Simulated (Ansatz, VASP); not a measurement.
# Nb (Nb(111)) in two plane-wave programs

Aim: how closely do two programs agree when they are given the same cell, functional and k mesh? Other levels of theory on this material are compared in a session of their own.

Method: plane waves, with VASP 6.6.1 beside it; single point at PBEsol, in Ansatz 0.2.0.

### Step 1. The structure

The cell holds 11 atoms: 11 Nb. Cell: a = 4.667 Å, b = 4.667 Å, c = 27.526 Å, α = 90.0°, β = 90.0°, γ = 60.0°. Vacuum lies along c.

### Step 2. Ansatz: single point, PBEsol

Ansatz runs on its default PAW (the set named soft_2) files.

With cell and atoms fixed, the geometry can't cause a difference; cores, projectors, grids and the points listed under the comparison can.

input.yaml reads:

```yaml
crystal:
  lattice:
    - [4.6669047558, 0.0, 0.0]
    - [2.3334523779, 4.0416580756, 0.0]
    - [0.0, 0.0, 27.5262794416]
  atoms:
    - { symbol: Nb, position: [0.6666666667, 0.6666666667, 0.3269602788] }
    - { symbol: Nb, position: [0.0, 0.0, 0.361568223] }
    - { symbol: Nb, position: [0.3333333333, 0.3333333333, 0.3961761673] }
    - { symbol: Nb, position: [0.6666666667, 0.6666666667, 0.4307841115] }
    - { symbol: Nb, position: [0.0, 0.0, 0.4653920558] }
    - { symbol: Nb, position: [0.3333333333, 0.3333333333, 0.5] }
    - { symbol: Nb, position: [0.6666666667, 0.6666666667, 0.5346079442] }
    - { symbol: Nb, position: [0.0, 0.0, 0.5692158885] }
    - { symbol: Nb, position: [0.3333333333, 0.3333333333, 0.6038238327] }
    - { symbol: Nb, position: [0.6666666667, 0.6666666667, 0.638431777] }
    - { symbol: Nb, position: [0.0, 0.0, 0.6730397212] }
hamiltonian:
  xc: pbesol
  pseudopotentials: { kind: paw }
kpoints:
  mp_grid: { grid: [6, 6, 1] }
scf:
  occupations: { method: methfessel_paxton, width: 0.1 }
  n_extra_bands: 6
efield:
  axis: 3
  dipole_correction: true
  ramp_width: 0.04
output:
  forces: true
  eigenvalues: true
```

Launch:

```
$ ansatz run input.yaml --threads 4 --pin off --max-ram 9216MiB --backend cpu --events-out ev --progress --plain --runs-dir out
```

Numbers of over 12 decimals in the logs are rounded to 6 here.

The program printed:

```text
scf.n_extra_bands = 6 over 72 filled bands (N_el = 143.0): the run solves 78 bands
Engine: ansatz 0.2.0, aarch64-unknown-linux-gnu
Pseudopotentials: kind: paw
Pseudopotential: Nb, paw, valence charge 13, recommended cutoff 420 eV (normal), Nb.paw.azcp
Functional definition: PBEsol
  exchange = pbesol_x
  correlation = pbesol_c
Crystal: 11 atoms, lattice volume = 519.202 Å³
Basis set: ecut = 420 eV, 10177 PW (Γ), exchange–correlation on 64×64×384 points (8 copies of the dense FFT grid, shifted against one another)
Bands: 78, of which v1, the nominal top of the filled ones, is band 72 counted from 1 (71 counted from 0)
Symmetry: 6 space group operations
k-points: 7 of 36 (time reversal used)
Non-local potential: Nb, projectors of the file, l = 0: 3, l = 1: 2, l = 2: 2, l = 3: 1
PAW form: soft (Blöchl's): semilocal exchange-correlation on the pseudo side does not see the compensation charge
PAW frozen core: Nb, regenerated for the run's functional, and the local potential with it (the file was generated under x = pbe(κ = 0.804, μ = 0.219515), c = pbe(β = 0.066725))
PAW one-centre angular grid: Nb, 590 points (default); XC on 64 Gauss nodes
Initial density: superposition of atomic densities (neutral atoms: chi_scale 0, normalization atom), corrected by the library's trained network
Initial wavefunctions: pseudopotential atomic-orbital guess
Functional: x = pbesol(κ = 0.804, μ = 0.123457), c = pbesol(β = 0.046)
SCF iter   1: F=—  HF=-49443.015758 eV  |F-HF|=—  |Δ(HF+E_count)|=         —  Δρ=1.11e-2  dr2=1.02e1  ethr=1.77e-3  p=0.000 e·Å  D=1.43e-13 V/Å  ΔV_dip=-0.00 eV  dr2_dipole=1.93e-13  V_vac-E_F(+/−)=3.92/3.92 eV  ⟨swp⟩=9.3  Hψ=2641  notcnv=0
efield: sawtooth ramp at fractional position 0.9800 (placed from the atoms, in the widest stretch of the axis that holds none; the zero of the levels goes with the place), width 0.0400; the density the first Hamiltonian is built on has a dipole p = 0.000 e·Å; the dipole correction subtracts the counter field D = 1.43e-13 V/Å, which shifts the + side's vacuum level by -0.00 eV against the − side's; the planar-averaged density in the ramp window peaks in size at 1.2e-5 e/Å³
preconditioner: auto → LDOS  [metal: Δε(μ)=0.066 eV  Ē_g=2.306 eV  σ=0.100 eV  W_gap=0.47  n_scr=96 (ndim 8)  ℏωp=12.1 eV  f_vac=0.536  D(μ)=8.94/eV (n_scr^D=56)  β→1.0]
SCF iter   2: F=—  HF=-49443.149214 eV  |F-HF|=—  |Δ(HF+E_count)|=   1.33e-1  S|Δr|=    0.00e0  Δρ=1.41e-2  dr2=1.97e1  ethr=1.77e-3  p=-0.000 e·Å  D=-2.49e-5 V/Å  ΔV_dip=0.00 eV  dr2_dipole=1.04e-5  V_vac-E_F(+/−)=3.05/3.05 eV  ⟨swp⟩=3.3  Hψ=828  notcnv=0  defer=1
SCF iter   3: F=—  HF=-49442.808292 eV  |F-HF|=—  |Δ(HF+E_count)|=   3.41e-1  S|Δr|=    0.00e0  Δρ=3.82e-3  dr2=1.31e0  ethr=1.77e-3  p=-0.000 e·Å  D=-7.11e-6 V/Å  ΔV_dip=0.00 eV  dr2_dipole=4.04e-7  V_vac-E_F(+/−)=3.40/3.40 eV  ⟨swp⟩=2.0  Hψ=667  notcnv=0  defer=1
SCF iter   4: F=—  HF=-49442.788330 eV  |F-HF|=—  |Δ(HF+E_count)|=   2.00e-2  S|Δr|=    0.00e0  Δρ=6.65e-4  dr2=1.27e-2  ethr=9.19e-4  p=0.000 e·Å  D=1.47e-5 V/Å  ΔV_dip=-0.00 eV  dr2_dipole=5.94e-8  V_vac-E_F(+/−)=3.45/3.45 eV  ⟨swp⟩=1.3  Hψ=583  notcnv=0  defer=1
SCF iter   5: F=—  HF=-49442.790694 eV  |F-HF|=—  |Δ(HF+E_count)|=   2.36e-3  S|Δr|=    0.00e0  Δρ=3.29e-4  dr2=1.85e-3  ethr=8.86e-6  p=0.000 e·Å  D=2.35e-6 V/Å  ΔV_dip=-0.00 eV  dr2_dipole=2.17e-8  V_vac-E_F(+/−)=3.44/3.44 eV  ⟨swp⟩=2.7  Hψ=777  notcnv=0  defer=1
SCF iter   6: F=—  HF=-49442.790701 eV  |F-HF|=—  |Δ(HF+E_count)|=   7.62e-6  S|Δr|=    0.00e0  Δρ=1.60e-4  dr2=9.30e-4  ethr=1.29e-6  p=0.000 e·Å  D=4.28e-6 V/Å  ΔV_dip=-0.00 eV  dr2_dipole=1.39e-9  V_vac-E_F(+/−)=3.44/3.44 eV  ⟨swp⟩=2.0  Hψ=734  notcnv=0  defer=1
SCF iter   7: F=—  HF=-49442.790688 eV  |F-HF|=—  |Δ(HF+E_count)|=   1.33e-5  S|Δr|=    0.00e0  Δρ=8.07e-5  dr2=4.63e-4  ethr=6.51e-7  p=0.000 e·Å  D=1.63e-6 V/Å  ΔV_dip=-0.00 eV  dr2_dipole=4.50e-10  V_vac-E_F(+/−)=3.44/3.44 eV  ⟨swp⟩=1.1  Hψ=548  notcnv=0  defer=1
SCF iter   8: F=—  HF=-49442.790683 eV  |F-HF|=—  |Δ(HF+E_count)|=   5.00e-6  S|Δr|=    0.00e0  Δρ=2.71e-5  dr2=4.75e-5  ethr=3.23e-7  p=0.000 e·Å  D=4.51e-7 V/Å  ΔV_dip=-0.00 eV  dr2_dipole=5.70e-10  V_vac-E_F(+/−)=3.44/3.44 eV  ⟨swp⟩=1.4  Hψ=548  notcnv=0  defer=1
SCF iter   9: F=—  HF=-49442.791420 eV  |F-HF|=—  |Δ(HF+E_count)|=   7.37e-4  S|Δr|=    0.00e0  Δρ=7.70e-6  dr2=6.86e-7  ethr=3.32e-8  p=-0.000 e·Å  D=-1.51e-7 V/Å  ΔV_dip=0.00 eV  dr2_dipole=1.60e-10  V_vac-E_F(+/−)=3.44/3.44 eV  ⟨swp⟩=2.0  Hψ=665  notcnv=0  defer=1
SCF iter  10: F=-49442.791420 eV  HF=-49442.791420 eV  |F-HF|=2.21e-8  |Δ(HF+E_count)|=   1.29e-8  S|Δr|=    0.00e0  Δρ=2.24e-6  dr2=7.20e-8  ethr=6.99e-11  p=0.000 e·Å  D=2.34e-8 V/Å  ΔV_dip=-0.00 eV  dr2_dipole=2.14e-10  V_vac-E_F(+/−)=3.44/3.44 eV  ⟨swp⟩=10.3  Hψ=2508  notcnv=0
SCF 1 converged in 10 iterations: F = -49442.791420 eV  dr2 = 7.20e-8
  greatest PAW one-centre occupation: 0.998 electrons in one spin orbital (limit 2), on the Nb atom at site 5 (counted from 0), in its partial waves of l = 0
SCF converged after 10 iterations
Stability not checked: this state was not tested for a lower state beside it, because cold or Methfessel-Paxton smearing, or corrected tetrahedra, fill the levels in a way that the test cannot read (fill_not_monotonic; see scf.lower_state_search)
Free energy (F): -49442.791420 eV
Harris-Foulkes:  -49442.791420 eV  (|F-HF|=2.21e-8)
Internal energy: -49442.792080 eV  (E = F + TS)
E sigma→0 (E₀):  -49442.791585 eV
Entropy (-TS):   0.000659 eV (0.060 meV/atom)
Fermi energy:    4.692416 eV
Dipole field:    D = 0.000012 V/Å  (p = 0.000035 e·Å, saw-weighted, corrected)
Work function:   Φ+ = 3.4443 eV   Φ− = 3.4447 eV
Levels:          The Fermi level and band energies are counted from a zero that moves with the ramp; work functions are not
--- Per-component energies (eV) ---
  E_band       = -2616.775899
  E_kinetic    = 4323.688634
  E_local      = -179845.097508  (includes V_loc(G=0)·N_el)
  E_nonlocal   = 1344.460869
  E_hartree    = 87539.559061
  E_xc         = -1906.090687
  E_vxc        = -2320.086345  (∫ρ·V_xc dr)
  E_paw        = -33196.470154  (= ΣΔE_a)
  E_vpaw       = -1198.962185  (= ΣTr[D̂ρ^β])
  E_aug_tail   = 0.000065  (compensation charges beyond the density's cutoff)
  E_efield     = 0.000000  (sawtooth field / dipole correction)
  E_vefield    = 0.000000  (∫n·V_field dr)
  E_ewald      = 72295.081842
  E_core_change = 2.075798  (= ΣΔE_core)
  E_smearing   = 0.000659  (= −TS)
  E_closure    = 0.000000  (closes the sum)
  Σ components = -49442.791420   (vs F -49442.791420, Δ=0.00e0)
--- Forces (eV/Å), atoms counted from 1 ---
  atom   1  Nb     0.00000000    -0.00000000     2.03378500
  atom   2  Nb     0.00000000     0.00000000     0.37914749
  atom   3  Nb    -0.00000000    -0.00000000    -0.95210170
  atom   4  Nb    -0.00000000    -0.00000000    -0.50852910
  atom   5  Nb    -0.00000000    -0.00000000    -0.40900443
  atom   6  Nb     0.00000000     0.00000000     0.00000247
  atom   7  Nb     0.00000000     0.00000000     0.40900769
  atom   8  Nb     0.00000000     0.00000000     0.50850908
  atom   9  Nb     0.00000000    -0.00000000     0.95209774
  atom  10  Nb     0.00000000    -0.00000000    -0.37915010
  atom  11  Nb    -0.00000000     0.00000000    -2.03377983
  max |Σ_I F_I| component: 1.57e-5 eV/Å
--- Band table (eV; the first three rows and the last of 7) ---
  k-point 0: bands = [... 68 lower, 4.1130, 4.2852, 4.2852, 4.4096, 4.4096, 4.8375, 4.8375, 4.8679, ... 2 higher]
  k-point 1: bands = [... 68 lower, 4.4377, 4.4656, 4.5017, 4.6532, 4.7693, 4.8364, 4.9239, 5.0463, ... 2 higher]
  k-point 2: bands = [... 68 lower, 4.3875, 4.4438, 4.6895, 4.9491, 4.9497, 5.2115, 5.2917, 5.3767, ... 2 higher]
  k-point 6: bands = [... 68 lower, 4.3926, 4.4314, 4.4314, 4.7529, 4.7542, 4.7542, 4.7600, 5.1867, ... 2 higher]
```

Wall time 6.3 s (4 threads of Arm Neoverse V2, shared host); peak memory 1.1 GiB.

Reading the cycles: dr2 is the Hartree energy of the density residual (eV), the measure of convergence; HF is the Harris–Foulkes estimate of the energy, which meets the free energy F at convergence.

[end of part 1 of 2]

[Lines on the potential files, build, host, timing and source positions are cut from VASP's logs without a mark.]

[Logs are printed without paths, hosts, clocks, repeated set-up lines and the standing remarks that a program may print on its own settings, such as how far it seeks lower states.]

[Hosts, paths, dates, database ids (printed as entryN), source tags and the programs' standing remarks are cut or masked in the printed files.]
